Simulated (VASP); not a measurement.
A run of VASP 6.6.1 is set up as follows.

The input INCAR:

```
SYSTEM = TaN
PREC = Accurate ; ENCUT = 600
EDIFF = 1E-7 ; ISMEAR = 1
SIGMA = 0.1 ; LREAL = .FALSE.
LASPH = .TRUE. ; NELM = 80
ALGO = Normal ; ISIF = 3
LWAVE = .FALSE. ; LCHARG = .FALSE.
METAGGA = R2SCAN ; LMIXTAU = .TRUE.
IBRION = 2 ; NSW = 90
EDIFFG = -0.005
```

Contents of KPOINTS:

```
Automatic mesh
0
G
  14 14 14
  0 0 0
```

POSCAR

```
TaN                                     
1.0
    0.0000000000      2.2022616638      2.2022616638
    2.2022616638      0.0000000000      2.2022616638
    2.2022616638      2.2022616638      0.0000000000
  Ta              N             
     1     1
Direct
     0.5000000000000000    0.5000000000000000    0.5000000000000000
     0.0000000000000000    0.0000000000000000    0.0000000000000000
```

Potentials or basis: VASP PAW PBE potentials, release 64 (Ta_pv, N).

Command:

```console
$ cat potpaw_PBE.64/Ta_pv/POTCAR potpaw_PBE.64/N/POTCAR > POTCAR
$ mpirun -np 1 vasp_std > vasp.out
```

(1) Estimate the band gap on the k mesh.

## Answers

(1) none (metal or under the smearing width).

Caveat: the relaxation stopped at its first step, so nothing moved.
